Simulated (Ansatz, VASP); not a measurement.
## Cu3TeF (antiperovskite type (invented)) in two plane-wave programs

One calculation is typed for both programs; each brings its own data sets. How far apart do they land? The cell is generated by rule, not measured, and may not be a known phase. The cell is taken from a series of runs on this material, whose earlier steps may have relaxed, scaled, displaced or heated it; both programs get it as it stands.

Main program and level: Ansatz 0.2.0; plane waves, with VASP 6.6.1 beside it; zone-centre phonons at PBEsol.

**1. The structure**

The structure is cubic, space group Pm-3m (No. 221). The conventional cell has a = 4.769 Å, b = 4.769 Å, c = 4.769 Å, α = 90.00°, β = 90.00°, γ = 90.00°. Nearest to F lie 12 Cu at 3.37 Å. Nearest to Te lie 6 Cu at 2.38 Å. Cu has 2 Te at 2.38 Å nearest. Farther neighbours and most contacts between anions are not listed.

Coordinates:

```cif
data_structure
_symmetry_space_group_name_H-M 'P 1'
_symmetry_Int_Tables_number 1
_cell_length_a 4.7687
_cell_length_b 4.7687
_cell_length_c 4.7687
_cell_angle_alpha 90.000
_cell_angle_beta 90.000
_cell_angle_gamma 90.000
_cell_volume 108.44
loop_
_atom_site_label
_atom_site_type_symbol
_atom_site_fract_x
_atom_site_fract_y
_atom_site_fract_z
_atom_site_occupancy
F1 F 0.00000 0.00000 0.00000 1
Te2 Te 0.50000 0.50000 0.50000 1
Cu3 Cu 0.50000 0.50000 0.00000 1
Cu4 Cu 0.50000 0.00000 0.50000 1
Cu5 Cu 0.00000 0.50000 0.50000 1
```

**2. VASP: zone-centre phonons, PBEsol**

Second derivatives magnify differences that forces hide, and they need a tight electronic threshold.

Lines of VASP's logs that name or quote its potential files are left out, and so is its time.

The input, INCAR:

```
SYSTEM = Cu3TeF
PREC = Accurate
ENCUT = 600
EDIFF = 1E-08
NELM = 120
ISMEAR = 0
SIGMA = 0.01
LREAL = .FALSE.
ALGO = Normal
GGA = PS
NBANDS = 29
LASPH = .TRUE.
LORBIT = 11
LWAVE = .FALSE.
LCHARG = .FALSE.
ISIF = 2
IBRION = 8
LEPSILON = .TRUE.
GGA_COMPAT = .FALSE.
EFERMI = MIDGAP
KPAR = 2
```

The input, POSCAR:

```
Cu3TeF
1.0
    4.7686877675      0.0000000000      0.0000000000
    0.0000000000      4.7686877675      0.0000000000
    0.0000000000      0.0000000000      4.7686877675
F Te Cu
1 1 3
Direct
    0.0000000000      0.0000000000      0.0000000000
    0.5000000000      0.5000000000      0.5000000000
    0.5000000000      0.5000000000      0.0000000000
    0.5000000000      0.0000000000      0.5000000000
    0.0000000000      0.5000000000      0.5000000000
```

The input, KPOINTS:

```
Automatic mesh
0
Gamma
6 6 6
0 0 0
```

Potentials, in the order of the species: F, Te and Cu (PBE family, release 64).

On the command line:

```
mpirun -np 2 vasp_std
```

Numbers of over 12 decimals in the logs are rounded to 6 here.

The program printed:

```text
[banner, memory and clock lines left out]
running    2 mpi-ranks, on    1 nodes
 distrk:  each k-point on    1 cores,    2 groups
 distr:  one band on    1 cores,    1 groups

 POSCAR found type information on POSCAR F TeCu
 POSCAR found :  3 types and       5 ions
|                                                                             |
|               ----> ADVICE to this user running VASP <----                  |
|                                                                             |
|     You enforced a specific xc type in the INCAR file but a different       |
|     [... a line on the potential file left out ...]
|     I HOPE YOU KNOW WHAT YOU ARE DOING!                                     |
|                                                                             |

 LDA part: xc-table for (Slater+PW92), standard interpolation
 POSCAR, INCAR and KPOINTS ok, starting setup
 FFT: planning ... GRIDC
 FFT: planning ... GRID_SOFT
 FFT: planning ... GRID
 WAVECAR not read
 entering main loop
       N       E                     dE             d eps       ncg     rms          rms(c)
DAV:   1     0.396087493600E+03    0.39609E+03   -0.21462E+04  1160   0.219E+03
DAV:   2     0.402468744754E+02   -0.35584E+03   -0.34224E+03  1165   0.401E+02
DAV:   3    -0.165257896914E+02   -0.56773E+02   -0.52562E+02  1935   0.175E+02
DAV:   4    -0.210004885123E+02   -0.44747E+01   -0.44465E+01  1592   0.487E+01
DAV:   5    -0.210673753136E+02   -0.66887E-01   -0.66858E-01  1632   0.645E+00    0.133E+01
DAV:   6    -0.188226973706E+02    0.22447E+01   -0.40832E+01  1530   0.112E+02    0.994E+00
DAV:   7    -0.171083833659E+02    0.17143E+01   -0.87633E+00  1435   0.649E+01    0.381E+00
DAV:   8    -0.170376489374E+02    0.70734E-01   -0.89788E-01  1653   0.845E+00    0.986E-01
DAV:   9    -0.170120908434E+02    0.25558E-01   -0.85915E-02  1922   0.699E+00    0.510E-01
DAV:  10    -0.170127156584E+02   -0.62481E-03   -0.25433E-02  1614   0.190E+00    0.165E-01
DAV:  11    -0.170131669445E+02   -0.45129E-03   -0.28543E-03  1947   0.885E-01    0.107E-01
DAV:  12    -0.170130309347E+02    0.13601E-03   -0.12644E-03  1625   0.475E-01    0.469E-02
DAV:  13    -0.170130499235E+02   -0.18989E-04   -0.30260E-04  1790   0.343E-01    0.422E-02
DAV:  14    -0.170130385975E+02    0.11326E-04   -0.38730E-05  1549   0.627E-02    0.206E-02
DAV:  15    -0.170130338722E+02    0.47252E-05   -0.18470E-05  1855   0.477E-02    0.266E-03
DAV:  16    -0.170130342409E+02   -0.36871E-06   -0.50348E-06  1517   0.181E-02    0.250E-03
DAV:  17    -0.170130341985E+02    0.42423E-07   -0.79415E-07  1555   0.835E-03    0.101E-03
DAV:  18    -0.170130341280E+02    0.70502E-07   -0.17963E-07  1498   0.478E-03    0.954E-04
DAV:  19    -0.170130341247E+02    0.33451E-08   -0.92935E-09   756   0.159E-03
   1 F= -.17013034E+02 E0= -.17013034E+02  d E =0.000000E+00
 Linear response reoptimize wavefunctions to high precision
DAV:   1    -0.170130341241E+02    0.53842E-09   -0.25103E-08  1287   0.973E-04
DAV:   2    -0.170130341243E+02   -0.17644E-09   -0.13535E-09   715   0.382E-04
DAV:   3    -0.170130341244E+02   -0.70031E-10   -0.29072E-10   700   0.143E-04
 Linear response G [H, r] |phi>, progress :
  Direction:   1
       N       E                     dE             d eps       ncg     rms
RMM:   1    -0.139533488900E+03   -0.13953E+03   -0.53556E+01  1703   0.218E+02
RMM:   2    -0.136709876023E+03    0.28236E+01   -0.28103E+01  1486   0.481E+01
RMM:   3    -0.138559783057E+03   -0.18499E+01   -0.68384E+00  1795   0.152E+01
RMM:   4    -0.138811527602E+03   -0.25174E+00   -0.73992E-01  1854   0.401E+00
RMM:   5    -0.138860334658E+03   -0.48807E-01   -0.81455E-02  1873   0.118E+00
RMM:   6    -0.138863677620E+03   -0.33430E-02   -0.58966E-03  1924   0.383E-01
RMM:   7    -0.138863977499E+03   -0.29988E-03    0.19041E-03  1910   0.130E-01
RMM:   8    -0.138863674368E+03    0.30313E-03    0.62433E-03  1918   0.480E-02
RMM:   9    -0.138863996736E+03   -0.32237E-03    0.31666E-03  1942   0.207E-02
RMM:  10    -0.138863971907E+03    0.24829E-04    0.34359E-03  1908   0.111E-02
RMM:  11    -0.138864024808E+03   -0.52901E-04    0.29114E-03  1906   0.769E-03
RMM:  12    -0.138864153729E+03   -0.12892E-03    0.16174E-03  1830   0.660E-03
RMM:  13    -0.138863961343E+03    0.19239E-03    0.35429E-03  1735   0.632E-03
RMM:  14    -0.138864135045E+03   -0.17370E-03    0.18044E-03  1489   0.608E-03
RMM:  15    -0.138863849774E+03    0.28527E-03    0.46577E-03  1342   0.628E-03
 Linear response G [H, r] |phi>, progress :
  Direction:   2
       N       E                     dE             d eps       ncg     rms
RMM:   1    -0.141049860181E+03   -0.14105E+03   -0.56238E+01  1752   0.216E+02
RMM:   2    -0.136342350449E+03    0.47075E+01   -0.19701E+01  1463   0.542E+01
RMM:   3    -0.138861985880E+03   -0.25196E+01   -0.10802E+01  1779   0.179E+01
[...]
RMM:  22    -0.170952368275E+01    0.28646E-06   -0.79150E-08  2923   0.188E-04    0.717E-05
RMM:  23    -0.170952366932E+01    0.13427E-07   -0.38391E-08  1562   0.126E-04    0.375E-05
RMM:  24    -0.170952366601E+01    0.33124E-08   -0.43480E-08  1342   0.123E-04    0.671E-05
 change of polarisation eV/A/(eV/A) component  2 :    -0.013     3.300     0.202
 dielectric tensor                  component  2 :    -0.021     6.506     0.337
[...]
Linear response progress:
  Degree of freedom:   1/  4
       N       E                     dE             d eps       ncg     rms          rms(c)
RMM:   1    -0.544272265469E+00   -0.54427E+00    0.85112E-01  4132   0.329E+00
RMM:   2    -0.537772173150E+00    0.65001E-02   -0.17263E-02  3030   0.683E-01    0.550E-02
RMM:   3    -0.539034054379E+00   -0.12619E-02   -0.27040E-03  3415   0.170E-01    0.365E-02
RMM:   4    -0.539867238000E+00   -0.83318E-03   -0.25040E-04  3194   0.582E-02    0.127E-02
RMM:   5    -0.540077059807E+00   -0.20982E-03   -0.45042E-05  3670   0.248E-02    0.454E-03
RMM:   6    -0.539946028652E+00    0.13103E-03   -0.61372E-06  3270   0.103E-02    0.120E-03
RMM:   7    -0.539978184247E+00   -0.32156E-04   -0.77509E-07  3052   0.469E-03    0.702E-04
RMM:   8    -0.539998251266E+00   -0.20067E-04   -0.21927E-07  3196   0.272E-03    0.544E-04
RMM:   9    -0.539980728583E+00    0.17523E-04   -0.57801E-08  3190   0.144E-03    0.123E-04
RMM:  10    -0.539977726937E+00    0.30016E-05   -0.14147E-08  3415   0.692E-04    0.801E-05
RMM:  11    -0.539979876357E+00   -0.21494E-05   -0.55146E-09  3614   0.292E-04    0.509E-05
RMM:  12    -0.539980033374E+00   -0.15702E-06   -0.27553E-09  3251   0.149E-04    0.150E-05
RMM:  13    -0.539979759663E+00    0.27371E-06   -0.28824E-09  3813   0.787E-05    0.209E-05
RMM:  14    -0.539979747470E+00    0.12193E-07   -0.27136E-09  3641   0.448E-05    0.426E-06
RMM:  15    -0.539979684685E+00    0.62785E-07   -0.26552E-09  3834   0.220E-05    0.359E-06
RMM:  16    -0.539979708301E+00   -0.23616E-07   -0.26709E-09  3911   0.182E-05    0.665E-07
RMM:  17    -0.539979701388E+00    0.69128E-08   -0.26619E-09  3347   0.152E-05    0.197E-07
 first order change of Fermi-energy   0.43549E-03
 force on displaced ion       1 direction 1 :   1.179  -0.000   0.000
 Born effective charge ion    1 direction 1 :  -1.817   0.000   0.000
 Linear response progress:
  Degree of freedom:   2/  4
       N       E                     dE             d eps       ncg     rms          rms(c)
RMM:   1    -0.518395056345E-01   -0.51840E-01    0.99002E-02  4223   0.161E+00
RMM:   2    -0.526319195779E-01   -0.79241E-03   -0.66368E-03  2909   0.809E-01    0.107E-01
RMM:   3    -0.531829089444E-01   -0.55099E-03   -0.21584E-03  3590   0.229E-01    0.499E-02
RMM:   4    -0.533120998591E-01   -0.12919E-03   -0.23843E-04  3639   0.771E-02    0.226E-02
RMM:   5    -0.533569223179E-01   -0.44822E-04   -0.35380E-05  3737   0.268E-02    0.619E-03
RMM:   6    -0.533319554234E-01    0.24967E-04   -0.33047E-06  3587   0.964E-03    0.308E-03
RMM:   7    -0.533321836401E-01   -0.22822E-06   -0.45838E-07  3666   0.317E-03    0.164E-03
RMM:   8    -0.533326004839E-01   -0.41684E-06    0.13053E-07  3252   0.164E-03    0.128E-03
RMM:   9    -0.533323843405E-01    0.21614E-06   -0.12543E-07  3119   0.103E-03    0.711E-04
RMM:  10    -0.533322628614E-01    0.12148E-06   -0.32400E-08  3837   0.428E-04    0.391E-05
RMM:  11    -0.533324094268E-01   -0.14657E-06    0.35203E-09  3716   0.142E-04    0.679E-05
RMM:  12    -0.533324082120E-01    0.12148E-08   -0.13622E-09  3663   0.734E-05    0.275E-05
 first order change of Fermi-energy  -0.77688E-04
 force on displaced ion       2 direction 1 : -12.879   0.000  -0.000
 Born effective charge ion    2 direction 1 :  -0.203   0.000   0.000
 Linear response progress:
  Degree of freedom:   3/  4
       N       E                     dE             d eps       ncg     rms          rms(c)
RMM:   1    -0.248288298980E+00   -0.24829E+00   -0.12778E-01  5348   0.324E+00
RMM:   2    -0.248960310374E+00   -0.67201E-03   -0.66393E-03  4738   0.739E-01    0.957E-02
RMM:   3    -0.248868247475E+00    0.92063E-04   -0.10349E-03  5467   0.204E-01    0.553E-02
RMM:   4    -0.248752355645E+00    0.11589E-03   -0.16273E-04  5383   0.752E-02    0.773E-03
RMM:   5    -0.248756725775E+00   -0.43701E-05   -0.11290E-05  5788   0.192E-02    0.483E-03
RMM:   6    -0.248742607282E+00    0.14118E-04   -0.12220E-06  5717   0.603E-03    0.206E-03
RMM:   7    -0.248728336431E+00    0.14271E-04   -0.22521E-07  5890   0.235E-03    0.793E-04
RMM:   8    -0.248725173764E+00    0.31627E-05   -0.28567E-08  5264   0.100E-03    0.547E-04
RMM:   9    -0.248721806926E+00    0.33668E-05   -0.14167E-08  6015   0.463E-04    0.147E-04
RMM:  10    -0.248721681158E+00    0.12577E-06   -0.58145E-09  6086   0.182E-04    0.509E-05
RMM:  11    -0.248721691782E+00   -0.10624E-07   -0.23379E-09  5836   0.954E-05    0.349E-05
RMM:  12    -0.248721775602E+00   -0.83820E-07   -0.32633E-09  5953   0.574E-05    0.159E-05
RMM:  13    -0.248721944349E+00   -0.16875E-06   -0.33776E-09  5556   0.399E-05    0.145E-06
RMM:  14    -0.248721939751E+00    0.45980E-08   -0.32055E-09  6115   0.317E-05    0.192E-06
 first order change of Fermi-energy  -0.11993E-03
 force on displaced ion       3 direction 1 :   2.363   0.000   0.000
 Born effective charge ion    3 direction 1 :   0.725   0.000   0.000
 Linear response progress:
  Degree of freedom:   4/  4
       N       E                     dE             d eps       ncg     rms          rms(c)
RMM:   1    -0.251364647301E+00   -0.25136E+00   -0.15043E-01  3485   0.330E+00
RMM:   2    -0.246596627755E+00    0.47680E-02   -0.39156E-03  2776   0.839E-01    0.206E-01
RMM:   3    -0.247315715065E+00   -0.71909E-03   -0.17675E-03  3427   0.261E-01    0.561E-02
RMM:   4    -0.247643955650E+00   -0.32824E-03   -0.11093E-04  3500   0.632E-02    0.221E-02
RMM:   5    -0.247924371012E+00   -0.28042E-03   -0.16185E-05  3591   0.215E-02    0.864E-03
RMM:   6    -0.247921254738E+00    0.31163E-05   -0.16182E-06  3577   0.685E-03    0.445E-03
RMM:   7    -0.247924975286E+00   -0.37205E-05   -0.22120E-07  3620   0.246E-03    0.221E-03
RMM:   8    -0.247928494615E+00   -0.35193E-05   -0.38512E-08  3090   0.149E-03    0.534E-04
RMM:   9    -0.247930910692E+00   -0.24161E-05   -0.28927E-08  3015   0.122E-03    0.183E-04
RMM:  10    -0.247930931915E+00   -0.21222E-07   -0.10631E-08  3765   0.458E-04    0.121E-04
RMM:  11    -0.247930757043E+00    0.17487E-06   -0.22540E-09  3740   0.159E-04    0.118E-04
RMM:  12    -0.247930743856E+00    0.13187E-07   -0.26292E-09  3834   0.828E-05    0.215E-05
RMM:  13    -0.247930751907E+00   -0.80511E-08   -0.25392E-09  3516   0.416E-05    0.636E-06
 first order change of Fermi-energy  -0.15458E-03
 force on displaced ion       3 direction 3 :   0.000  -0.000 -14.857
 Born effective charge ion    3 direction 3 :   0.000   0.000   0.570
 Born effective charges drift removed
 Linear response finished
```

(Continued in part 2 of 3.)

[Lines on the potential files, build, host, timing and source positions are cut from VASP's logs without a mark.]

[Logs are printed without paths, hosts, clocks, repeated set-up lines and the standing remarks that a program may print on its own settings, such as how far it seeks lower states.]

[Hosts, paths, dates, database ids (printed as entryN), source tags and the programs' standing remarks are cut or masked in the printed files.]
